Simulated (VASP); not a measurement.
Here is the system:

```xyz
1
Lattice="2.6757 0.0000 0.0000 0.0000 2.6757 0.0000 0.0000 0.0000 2.6757" Properties=species:S:1:pos:R:3 pbc="T T T"
Ag     0.0000     0.0000     0.0000
```

These are PBE GGA, VASP's PBE PAW potentials (set 64) (plane waves; VASP 6.6.1) values and carry that method's errors. Settings: 400 eV cut-off, 10×10×10 Γ-centred mesh, first-order Methfessel-Paxton smearing of 0.10 eV, potentials Ag.

Question: Give the stress tensor in GPa (positive for a compressed cell).

Answer: 
```
6.58  0.00  0.00
0.00  6.58  0.00
0.00  0.00  6.58
```
The pressure is its mean diagonal, 6.58 GPa.

The structure was generated: Ag was put into the simple-cubic type (Pm-3m), which need not be its known phase. The cell was not relaxed at this level.
